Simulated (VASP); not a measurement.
An input for Ansatz (written as the equivalent of a VASP run, and not itself run):

Ansatz 0.2 input:
```yaml
crystal:
  lattice:
    - [0.0000000, 3.3801550, 3.3801550]
    - [3.3801550, 0.0000000, 3.3801550]
    - [3.3801550, 3.3801550, 0.0000000]
  atoms:
    - { symbol: Mg, position: [0.2460160, 0.2524890, 0.2508830] }
    - { symbol: Mg, position: [0.7478290, 0.7526010, 0.7501190] }
    - { symbol: Sn, position: [0.0061540, -0.0050900, -0.0010020] }
kpoints:
  mp_grid: { grid: [6, 6, 6] }
hamiltonian:
  xc: revpbe
  pseudopotentials: { kind: paw }
scf:
  occupations: { method: fermi_dirac, width: 0.05 }
  max_iter: 100
output: { forces: true, stress: true, eigenvalues: true }
```

### Question
Translate this input to VASP (INCAR, KPOINTS, POSCAR, choice of POTCAR).

### Answer
Several could match; the one computed here: 
### KPOINTS
```
Automatic mesh
0
Gamma
6 6 6
0 0 0
```

### POSCAR
```
Mg2Sn
4.7802610
  0.0000000000   0.7071067877   0.7071067877
  0.7071067877   0.0000000000   0.7071067877
  0.7071067877   0.7071067877   0.0000000000
Mg Sn
2 1
Cartesian
  0.3559377579   0.3513606557   0.3524962692
  1.0625835120   1.0592091984   1.0609642374
 -0.0043076946   0.0036430142   0.0007523616
```

### INCAR
```
# general
SYSTEM  = Mg2Sn
PREC    = Accurate
ENCUT   = 300
LREAL   = .False.
LASPH   = .True.

# electronic loop
EDIFF   = 1E-6
NELM    = 100
ALGO    = Normal
LMAXMIX = 4

# smearing
ISMEAR  = -1
SIGMA   = 0.05

# functional
GGA     = RE

# ions
ISIF    = 2

# output
LWAVE   = .False.
LCHARG  = .False.
```

POTCAR, in this order: Mg Sn_d (PBE.64 set). Program: vasp_std.

Limits of the translation: each code has its own PAW files, so the cut-off isn't converted (ENCUT is set for VASP's; basis.ecutwfc is left out, and Ansatz then takes the one that its files recommend); Ansatz stops its SCF on the density residual and VASP on the energy change (EDIFF).

The structure comes from a computed database's Mg2Sn entry; how it stands against other phases isn't given here. The cell was not relaxed at this level, atoms are displaced from their ideal sites. The run is one of a series of settings (GGA = RE, POTCAR Mg Sn_d (PBE.64 set) against the base run), some of them coarse on purpose.
